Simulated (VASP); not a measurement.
```
CELL_PARAMETERS angstrom
      3.94806    -2.18362    -0.02048
      3.94806     2.18362    -0.02048
      2.75896     0.00000     3.56987
ATOMIC_POSITIONS crystal
  Sb 0.23428 0.23428 0.23428
  Sb 0.76572 0.76572 0.76572
```

All values below come from PBE GGA with D3 dispersion (zero damping), VASP's PBE PAW potentials (set 64) (plane waves; VASP 6.6.1). Numerical set-up: 520 eV cut-off, 7×7×7 Γ-centred mesh, Gaussian smearing of 0.050 eV, potentials Sb.

Predict the energy per atom (σ→0).

```json
{
  "energy per atom (σ→0)": "-4.405 eV/atom"
}
```

The absolute energy has meaning only against runs of the same code, potentials and settings.

The compound is Sb in the a7 structure. It was relaxed first.
